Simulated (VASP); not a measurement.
# RbAsPd (P4/nmm) in VASP: further runs, part 2 of 2

VASP 6.6.1. The steps go on from the part before.

## (3) Single point, r2SCAN

Input file POSCAR:

```
RbAsPd
1.0
    4.4851688800      0.0000000000      0.0000000000
    0.0000000000      4.4851688800      0.0000000000
    0.0000000000      0.0000000000      8.2200910300
As Pd Rb
2 2 2
Direct
    0.0000000000      0.5000000000      0.1884000000
    0.5000000000      0.0000000000      0.8116000000
    0.0000000000      0.0000000000      0.0000000000
    0.5000000000      0.5000000000      0.0000000000
    0.0000000000      0.5000000000      0.6434000000
    0.5000000000      0.0000000000      0.3566000000
```

Input file INCAR.step1:

```
SYSTEM = RbAsPd
PREC = Accurate
ENCUT = 520
ISMEAR = 1
SIGMA = 0.1244
LREAL = .False.
LASPH = .True.
NELM = 100
NBANDS = 33
GGA = PE
ALGO = Normal
EDIFF = 1E-4
LWAVE = .True.
LCHARG = .False.
```

Input file INCAR.step2:

```
SYSTEM = RbAsPd
PREC = Accurate
ENCUT = 520
EDIFF = 1E-7
ISMEAR = 1
SIGMA = 0.1244
LREAL = .False.
LASPH = .True.
NELM = 100
ALGO = Normal
ISIF = 2
LWAVE = .False.
LCHARG = .False.
METAGGA = R2SCAN
LMIXTAU = .True.
NBANDS = 33
ISTART = 1
```

Input file KPOINTS:

```
regular mesh
0
Gamma
  4 4 3
  0 0 0
```

Potentials or basis: VASP PAW PBE potentials, release 64 (As, Pd, Rb_sv).

The run is started by

```
$ cat potpaw_PBE.64/As/POTCAR potpaw_PBE.64/Pd/POTCAR potpaw_PBE.64/Rb_sv/POTCAR > POTCAR
$ cp INCAR.step1 INCAR
$ mpirun -np 1 vasp_std > vasp.out
$ cp INCAR.step2 INCAR
$ mpirun -np 1 vasp_std > vasp.out
```

OUTCAR:

```text
SYSTEM = RbAsPd
   PREC = Accurate
   ENCUT = 520
   EDIFF = 1E-7
   ISMEAR = 1
   LREAL = .False.
   LASPH = .True.
   NELM = 100
   ISIF = 2
   METAGGA = R2SCAN
   ISTART = 1

 ion  position               nearest neighbor table
   1  0.000  0.500  0.188-   3 2.73   4 2.73   3 2.73   4 2.73   6 3.46   6 3.46   6 3.46   6 3.46
                             5 3.74
   2  0.500  0.000  0.812-   3 2.73   4 2.73   4 2.73   3 2.73   5 3.46   5 3.46   5 3.46   5 3.46
                             6 3.74
   3  0.000  0.000  0.000-   1 2.73   2 2.73   1 2.73   2 2.73   4 3.17   4 3.17   4 3.17   4 3.17
                             5 3.69   6 3.69   6 3.69   5 3.69
   4  0.500  0.500  0.000-   1 2.73   2 2.73   2 2.73   1 2.73   3 3.17   3 3.17   3 3.17   3 3.17
                             5 3.69   6 3.69   5 3.69   6 3.69
   5  0.000  0.500  0.643-   2 3.46   2 3.46   2 3.46   2 3.46   3 3.69   4 3.69   4 3.69   3 3.69
                             1 3.74   6 3.95   6 3.95   6 3.95   6 3.95
   6  0.500  0.000  0.357-   1 3.46   1 3.46   1 3.46   1 3.46   4 3.69   4 3.69   3 3.69   3 3.69
                             2 3.74   5 3.95   5 3.95   5 3.95   5 3.95

  LATTYP: Found a simple tetragonal cell.
 ALAT       =     4.4851688800
 C/A-ratio  =     1.8327272060

  Lattice vectors:

[... 182 lines left out ...]
 Fermi energy:         3.4966430561

 k-point     1 :       0.0000    0.0000    0.0000
  band No.  band energies     occupation
      1     -25.3825      2.00000
      2     -25.3136      2.00000
      3      -9.1369      2.00000
      4      -9.0382      2.00000
      5      -9.0382      2.00000
      6      -8.9496      2.00000
[... 421 lines left out ...]
     32       8.9321      0.00000
     33       9.8068      0.00000

------------------------ aborting loop because EDIFF is reached ----------------------------------------

  FORCE on cell =-STRESS in cart. coord.  units (eV):
  Direction    XX          YY          ZZ          XY          YZ          ZX
  --------------------------------------------------------------------------------------
  -------------------------------------------------------------------------------------
  Total       -5.0456359     -5.0456359     -6.4647767      0.0000000      0.0000000      0.0000000
  in kB      -48.8868736    -48.8868736    -62.6368459      0.0000000      0.0000000      0.0000000
  external PRESSURE =     -53.4701977 kB  Pullay stress =       0.0000000 kB

 VOLUME and BASIS-vectors are now :
 -----------------------------------------------------------------------------
  energy-cutoff  :      520.00
  volume of cell :      165.36
      direct lattice vectors                 reciprocal lattice vectors
     4.485168880  0.000000000  0.000000000     0.222957045  0.000000000  0.000000000
     0.000000000  4.485168880  0.000000000     0.000000000  0.222957045  0.000000000
     0.000000000  0.000000000  8.220091030     0.000000000  0.000000000  0.121653154

 POSITION                                       TOTAL-FORCE (eV/Angst)
 -----------------------------------------------------------------------------------
      0.00000      2.24258      1.54867        -0.000000     -0.000000     -1.976274
      2.24258      0.00000      6.67143        -0.000000      0.000000      1.976274
      0.00000      0.00000      0.00000        -0.000000      0.000000      0.000000
      2.24258      2.24258      0.00000         0.000000     -0.000000      0.000000
      0.00000      2.24258      5.28881        -0.000000      0.000000      0.310869
      2.24258      0.00000      2.93128         0.000000      0.000000     -0.310869
 -----------------------------------------------------------------------------------
    total drift:                                0.000000      0.000000     -0.000000

  FREE ENERGIE OF THE ION-ELECTRON SYSTEM (eV)
  ---------------------------------------------------
  free  energy   TOTEN  =      -104.8024773415 eV

  energy  without entropy=     -104.7696943628  energy(sigma->0) =     -104.79154968
```

OSZICAR.step1:

```text
N       E                     dE             d eps       ncg     rms          rms(c)
DAV:   1     0.275175437128E+03    0.27518E+03   -0.21078E+04   792   0.127E+03
DAV:   2    -0.612073437574E+01   -0.28130E+03   -0.26482E+03   964   0.262E+02
DAV:   3    -0.234296801644E+02   -0.17309E+02   -0.17025E+02  1039   0.609E+01
DAV:   4    -0.238957822033E+02   -0.46610E+00   -0.46296E+00  1175   0.897E+00
DAV:   5    -0.239043951198E+02   -0.86129E-02   -0.86120E-02  1036   0.101E+00    0.797E+00
DAV:   6    -0.233782067890E+02    0.52619E+00   -0.24070E+00   924   0.109E+01    0.515E+00
DAV:   7    -0.231088993086E+02    0.26931E+00   -0.85931E-01   956   0.668E+00    0.335E+00
DAV:   8    -0.230291291766E+02    0.79770E-01   -0.24664E-01  1003   0.278E+00    0.108E+00
DAV:   9    -0.230320218306E+02   -0.28927E-02   -0.73794E-02   960   0.154E+00    0.445E-01
DAV:  10    -0.230294248256E+02    0.25970E-02   -0.11146E-02   948   0.733E-01    0.108E-01
DAV:  11    -0.230297535017E+02   -0.32868E-03   -0.12558E-03   945   0.156E-01    0.540E-02
DAV:  12    -0.230297705529E+02   -0.17051E-04   -0.17945E-04   741   0.702E-02
   1 F= -.23029771E+02 E0= -.23016412E+02  d E =-.400770E-01
```

Run time: 3 min. Hardware: 1 thread of AMD EPYC 9R45 (Zen 5), shared host; peak memory 0.31 GiB.

What came out:

```
Free energy            : -104.8025 eV
Pressure               : -5.3 GPa
Largest force          : 1.976 eV/Å
Band gap on the k mesh : none (metal or under the smearing width)
```

Forces in eV/Å, atoms in the order of the input:
```
As   0.000  0.000 -1.976
As   0.000  0.000  1.976
Pd   0.000  0.000  0.000
Pd   0.000  0.000  0.000
Rb   0.000  0.000  0.311
Rb   0.000  0.000 -0.311
```

Levels at points of the mesh, in eV from the Fermi level:
```
           k point  band 22  band 23  band 24  band 25  band 26  band 27
(0.00, 0.00, 0.00)    -0.69    -0.69     0.07     1.03     1.27     1.27
(0.50, 0.00, 0.00)    -2.25    -0.17    -0.17     0.50     0.50     2.96
(0.50, 0.50, 0.00)    -1.59    -1.19    -1.19    -0.57    -0.57     2.93
```

Caveat: the PAW data sets were made with another functional, which shifts forces and pressure a little.

## (4) Single point, r2SCAN

POSCAR is that of step 3.

Input file INCAR.step1:

```
ALGO = Normal
EDIFF = 1E-4
ENCUT = 520
GGA = PE
ISMEAR = 1
LASPH = T
LCHARG = F
LREAL = F
LWAVE = T
NBANDS = 33
NELM = 100
PREC = Accurate
SIGMA = 0.1244
```

Input file INCAR.step2:

```
ALGO = Normal
EDIFF = 1E-6
ENCUT = 520
ISIF = 2
ISMEAR = 1
ISTART = 1
LASPH = T
LCHARG = F
LMIXTAU = T
LREAL = F
LWAVE = F
METAGGA = R2SCAN
NBANDS = 33
NELM = 100
PREC = Accurate
SIGMA = 0.1244
```

Input file KPOINTS:

```
k-points
0
Gamma
  4 4 3
```

The run is started by

```
$ cat potpaw_PBE.64/As/POTCAR potpaw_PBE.64/Pd/POTCAR potpaw_PBE.64/Rb_sv/POTCAR > POTCAR
$ cp INCAR.step1 INCAR
$ mpirun -np 1 vasp_std > vasp.out
$ cp INCAR.step2 INCAR
$ mpirun -np 1 vasp_std > vasp.out
```

Run time: 2.7 min. Hardware: 1 thread of AMD EPYC 9R45 (Zen 5), shared host; peak memory 0.31 GiB.

The run converged. Its results:

* Free energy: -104.8025 eV
* Pressure: -5.3 GPa
* Largest force: 1.976 eV/Å
* Band gap on the k mesh: none (metal or under the smearing width)

Forces on the atoms (eV/Å):
```
As   0.000  0.000 -1.976
As   0.000  0.000  1.976
Pd   0.000  0.000  0.000
Pd   0.000  0.000  0.000
Rb   0.000  0.000  0.311
Rb   0.000  0.000 -0.311
```

Stress tensor (GPa, compression positive):
```
-4.89  0.00  0.00
 0.00 -4.89  0.00
 0.00  0.00 -6.26
```

Levels at points of the mesh, in eV from the Fermi level:
```csv
k point,band 20,band 21,band 22,band 23,band 24,band 25,band 26,band 27,band 28,band 29
"(0.00, 0.00, 0.00)",-1.67,-1.05,-0.69,-0.69,0.07,1.03,1.27,1.27,2.26,3.55
"(0.50, 0.00, 0.00)",-2.39,-2.25,-2.25,-0.17,-0.17,0.50,0.50,2.96,2.96,3.96
"(0.50, 0.50, 0.00)",-2.00,-1.59,-1.59,-1.19,-1.19,-0.57,-0.57,2.93,2.93,3.59
```

Caveat: the PAW data sets were made with another functional, which shifts forces and pressure a little.
